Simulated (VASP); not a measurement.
A convergence study with VASP on Ta (bcc): one setting is varied, all else stays as given below, so the limit is that of these other settings.

```
CELL_PARAMETERS angstrom
     -1.65000     1.65000     1.65000
      1.65000    -1.65000     1.65000
      1.65000     1.65000    -1.65000
ATOMIC_POSITIONS crystal
  Ta 0.00000 0.00000 0.00000
```

All values below come from PBE GGA, VASP's PBE PAW potentials (set 64) (plane waves; VASP 6.6.1). The tightest run used: 550 eV cut-off, 25×25×25 Γ-centred mesh, first-order Methfessel-Paxton smearing of 0.10 eV, potentials Ta_pv.

### Question
The settings run are 1×1×1 mesh; 2×2×2 mesh; 3×3×3 mesh; 4×4×4 mesh; 5×5×5 mesh; 6×6×6 mesh; 7×7×7 mesh; 8×8×8 mesh; 9×9×9 mesh; 10×10×10 mesh; 11×11×11 mesh; 12×12×12 mesh; 14×14×14 mesh; 15×15×15 mesh; 16×16×16 mesh; 17×17×17 mesh; 18×18×18 mesh; 19×19×19 mesh; 20×20×20 mesh; 21×21×21 mesh; 22×22×22 mesh; 23×23×23 mesh; 24×24×24 mesh; 25×25×25 mesh. From which on does the energy per atom stay within 0.01 eV/atom of the tightest run?

### Answer
From 10×10×10 mesh on: it is off by 0.0009 there and by no more than 0.01 in any finer run, while 9×9×9 mesh is off by 0.0216.
```
setting        E (eV/atom)  pressure (GPa)  irreducible k-points  difference judged (eV/atom)
-------------  -----------  --------------  --------------------  ---------------------------
1×1×1 mesh        -11.4604          115.52                     1                       0.3474
2×2×2 mesh        -12.5715          -22.21                     3                       0.7637
3×3×3 mesh        -11.9716            2.97                     4                       0.1638
4×4×4 mesh        -11.8984            3.81                     8                       0.0906
5×5×5 mesh        -11.7310            7.60                    10                       0.0768
6×6×6 mesh        -11.7206            6.56                    16                       0.0872
7×7×7 mesh        -11.8372            4.42                    20                       0.0294
8×8×8 mesh        -11.8343            1.51                    29                       0.0265
9×9×9 mesh        -11.7862            3.52                    35                       0.0216
10×10×10 mesh     -11.8069            5.51                    47                       0.0009
11×11×11 mesh     -11.8146            2.86                    56                       0.0069
12×12×12 mesh     -11.8008            2.49                    72                       0.0069
14×14×14 mesh     -11.8159            3.75                   104                       0.0081
15×15×15 mesh     -11.8083            3.28                   120                       0.0005
16×16×16 mesh     -11.8048            3.88                   145                       0.0030
17×17×17 mesh     -11.8098            3.55                   165                       0.0020
18×18×18 mesh     -11.8099            3.54                   195                       0.0021
19×19×19 mesh     -11.8079            3.80                   220                       0.0001
20×20×20 mesh     -11.8093            3.72                   256                       0.0015
21×21×21 mesh     -11.8089            3.49                   286                       0.0011
22×22×22 mesh     -11.8080            3.69                   328                       0.0002
23×23×23 mesh     -11.8099            3.70                   364                       0.0021
24×24×24 mesh     -11.8090            3.50                   413                       0.0012
25×25×25 mesh     -11.8078            3.66                   455                       0.0000
```

Left out are rungs that failed or repeat a setting and relaxations that didn't move; long series are thinned to 24 rows.

The compound is Ta in the bcc structure. The cell was not relaxed at this level.
